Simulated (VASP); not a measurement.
Computed with PBE GGA, VASP's PBE PAW potentials (set 64) (plane waves; VASP).

A VASP calculation is set up with these files.

File POSCAR:
```
Na
1
   -2.1481860000     2.1481860000     2.1481860000
    2.1481860000    -2.1481860000     2.1481860000
    2.1481860000     2.1481860000    -2.1481860000
Na
1
Direct
  0.0000000000   0.0000000000   0.0000000000
```

**INCAR**
```
SYSTEM = Na
PREC = Accurate
ENCUT = 180
EDIFF = 1E-6
NELM = 100
ALGO = Normal
LREAL = .FALSE.
LASPH = .TRUE.
ISMEAR = 1
SIGMA = 0.2
GGA = PE
LWAVE = .FALSE.
LCHARG = .FALSE.
ISIF = 2
```

**KPOINTS**
```
Automatic mesh
0
Gamma
9 9 9
0 0 0
```

POTCAR, in this order: Na_pv (PBE.64 set). Program: vasp_std.

What VASP printed:

**OSZICAR**
```
       N       E                     dE             d eps       ncg     rms          rms(c)
DAV:   1     0.625667475607E+01    0.62567E+01   -0.28257E+03   665   0.342E+02
DAV:   2    -0.436615960516E+00   -0.66933E+01   -0.66909E+01   525   0.719E+01
DAV:   3    -0.492655193416E+00   -0.56039E-01   -0.56039E-01   651   0.797E+00
DAV:   4    -0.492781009332E+00   -0.12582E-03   -0.12582E-03   581   0.289E-01
DAV:   5    -0.492782459466E+00   -0.14501E-05   -0.14501E-05   637   0.280E-02    0.121E+00
DAV:   6    -0.439060883785E+00    0.53722E-01   -0.11027E-01   490   0.519E+00    0.506E-01
DAV:   7    -0.436800539480E+00    0.22603E-02   -0.37892E-02   490   0.301E+00    0.115E-01
DAV:   8    -0.437731583987E+00   -0.93104E-03   -0.12370E-04   525   0.970E-02    0.141E-02
DAV:   9    -0.437732956474E+00   -0.13725E-05   -0.20758E-05   595   0.717E-02    0.387E-03
DAV:  10    -0.437732670873E+00    0.28560E-06   -0.27157E-06   511   0.229E-02
   1 F= -.43773267E+00 E0= -.43776004E+00  d E =0.820974E-04
```

### OUTCAR
```
------------------------ aborting loop because EDIFF is reached ----------------------------------------
  FORCE on cell =-STRESS in cart. coord.  units (eV):
  Direction    XX          YY          ZZ          XY          YZ          ZX
  --------------------------------------------------------------------------------------
  Total      -11.2103640    -11.2103640    -11.2103640     -0.0000000      0.0000000     -0.0000000
  in kB     -452.9545847   -452.9545847   -452.9545847     -0.0000000      0.0000000     -0.0000000
  external PRESSURE =    -452.9545847 kB  Pullay stress =       0.0000000 kB
  volume of cell :       39.65
      direct lattice vectors                 reciprocal lattice vectors
    -2.148186000  2.148186000  2.148186000     0.000000000  0.232754519  0.232754519
     2.148186000 -2.148186000  2.148186000     0.232754519  0.000000000  0.232754519
     2.148186000  2.148186000 -2.148186000     0.232754519  0.232754519  0.000000000
 POSITION                                       TOTAL-FORCE (eV/Angst)
 -----------------------------------------------------------------------------------
      0.00000      0.00000      0.00000         0.000000      0.000000     -0.000000
 -----------------------------------------------------------------------------------
    total drift:                                0.000000     -0.000000     -0.000000
  FREE ENERGIE OF THE ION-ELECTRON SYSTEM (eV)
  ---------------------------------------------------
  free  energy   TOTEN  =        -0.4377326709 eV

  energy  without entropy=       -0.4378147682  energy(sigma->0) =       -0.43776004
```
(Selected blocks of OUTCAR.)

### OUTCAR
```
 val. band max:       -0.0123018518   @ k =  -0.3333   0.4444   0.1111

 cond. band min:       0.1781099355   @ k =   0.4444   0.0000   0.0000


 Fermi energy:         0.0960468924

 k-point     1 :       0.0000    0.0000    0.0000
  band No.  band energies     occupation
      1     -25.4852      2.00000
      2     -25.4852      2.00000
      3     -25.4852      2.00000
      4      -3.0348      2.00000
      5      11.4339      0.00000
      6      11.4340      0.00000
      7      11.4340      0.00000

 k-point     2 :       0.1111    0.0000    0.0000
  band No.  band energies     occupation
      1     -25.4244      2.00000
      2     -25.4057      2.00000
      3     -25.3953      2.00000
      4      -2.8283      2.00000
      5       9.2504      0.00000
      6      10.4246      0.00000
      7      10.6796      0.00000

 k-point     3 :       0.2222    0.0000    0.0000
  band No.  band energies     occupation
      1     -25.4198      2.00000
      2     -25.4058      2.00000
      3     -25.3307      2.00000
      4      -2.2132      2.00000
      5       6.5198      0.00000
      6       9.2892      0.00000
      7       9.7621      0.00000

 k-point     4 :       0.3333    0.0000    0.0000
  band No.  band energies     occupation
      1     -25.4565      2.00000
      2     -25.4278      2.00000
      3     -25.2753      2.00000
      4      -1.2023      2.00000
      5       4.0823     -0.00000
      6       8.5076      0.00000
      7       9.1275      0.00000

 k-point     5 :       0.4444    0.0000    0.0000
  band No.  band energies     occupation
      1     -25.4777      2.00000
      2     -25.3875      2.00000
      3     -25.2872      2.00000
      4       0.1781      0.36610
      5       1.9878     -0.00000
      6       8.1133      0.00000
      7       8.8109      0.00000

 k-point     6 :       0.1111    0.1111    0.0000
  band No.  band energies     occupation
      1     -25.4404      2.00000
...
```

At this cut-off the stress carries a Pulay error, which pulls relaxed volumes low.

The structure comes from a computed database's Na entry; how it stands against other phases isn't given here. The cell was not relaxed at this level, and its volume differs by +4.6 % from the start's. The run is one of a series of settings (ENCUT = 180 against the base run), some of them coarse on purpose.
